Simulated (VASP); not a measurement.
Here is the system:

```xyz
2
Lattice="2.7833 0.0000 0.0000 -1.3916 2.4104 0.0000 0.0000 0.0000 4.7631" Properties=species:S:1:pos:R:3 pbc="T T T"
Pt     1.3916     0.8035     0.0000
Au     0.0000     0.0000     2.3816
```

Calculation: PBEsol GGA, VASP's PBE PAW potentials (set 64) (plane waves; VASP 6.6.1). Numerical set-up: 400 eV cut-off, Gaussian smearing of 0.050 eV, potentials Pt Au.

Unless said otherwise, spin-orbit coupling is left out, though it shifts the bands of the heavy elements here.

Task: What does the run give for the band gap (along the path) with the smallest direct gap where there is one?

Result: 
```yaml
band gap (along the path): none (metal, semimetal or under 0.01 eV)
```

The absolute energy has meaning only against runs of the same code, potentials and settings.

The structure comes from a computed database's PtAu entry (P-6m2); how it stands against other phases isn't given here. It was relaxed first. The electron count is odd and the run is not spin-polarised, which forces a metal.
